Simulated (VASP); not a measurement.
GaP (space group F-43m): the measured cell of entry 9008846 of the Crystallography Open Database is

```cif
data_Ga4P4
_chemical_formula_sum 'Ga4 P4'
_space_group_name_H-M_alt 'F-43m'
_space_group_IT_number 216
_space_group_name_Hall 'F -4 2 3'
_cell_length_a 5.45050
_cell_length_b 5.45050
_cell_length_c 5.45050
_cell_angle_alpha 90.000
_cell_angle_beta 90.000
_cell_angle_gamma 90.000
loop_
_atom_site_label
_atom_site_type_symbol
_atom_site_symmetry_multiplicity
_atom_site_Wyckoff_symbol
_atom_site_fract_x
_atom_site_fract_y
_atom_site_fract_z
_atom_site_occupancy
Ga1 Ga 4 a 0.00000 0.00000 0.00000 1
P1 P 4 d 0.75000 0.75000 0.75000 1
```
(The calculation used a cell of 2 atoms; values per cell refer to that cell.)

Method: PBEsol GGA, VASP's PBE PAW potentials (set 64) (plane waves; VASP). Numerical set-up: 400 eV cut-off, 9×9×9 Γ-centred mesh, tetrahedra with Blöchl corrections, potentials Ga_d P.

The calculation is for a static lattice at zero pressure; the measurement, whose temperature isn't given here, holds thermal and zero-point expansion. The entry's conditions were not checked, so it may have been measured under pressure.

**Question.** How far does the relaxed conventional cell lie from the measured one?

**Answer.** 
```tsv
	measured	computed	difference
a (Å)	5.451	5.433	-0.3 %
V (Å³/atom)	20.24	20.04	-1.0 %
```

The structure comes from a measured GaP entry (F-43m) of the Crystallography Open Database, whose conditions weren't checked. It was relaxed first. Symmetry was kept, so distortions that lower it aren't found.
